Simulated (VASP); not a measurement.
Input:

```
Pd
1.0
    0.00000     1.94500     1.94500
    1.94500     0.00000     1.94500
    1.94500     1.94500     0.00000
Pd
1
Direct
  0.00000   0.00000   0.00000
```

Calculation: LDA (Ceperley-Alder, Perdew-Zunger), VASP's LDA PAW potentials (set 64) (plane waves; VASP). Numerical set-up: 400 eV cut-off, 14×14×14 Γ-centred mesh, first-order Methfessel-Paxton smearing of 0.10 eV, potentials Pd.

Energy and stress use the plane-wave basis of the starting cell.

Task: The ions, cell shape and volume are relaxed. Which structure does the run end with?

Result: 
```
Pd
1.0
    0.00000     1.91975     1.91975
    1.91975     0.00000     1.91975
    1.91975     1.91975     0.00000
Pd
1
Direct
  0.00000   0.00000   0.00000
```
Space group Fm-3m (225), at a tolerance of 0.03 Å.

Task: How do energy and volume change from the first to the last step?

Result: The energy (σ→0) changes by -15.0 meV/atom and the volume by -3.8 %, in 4 ionic steps.

The compound is Pd in the fcc structure. This run relaxes it. Symmetry was kept, so distortions that lower it aren't found.
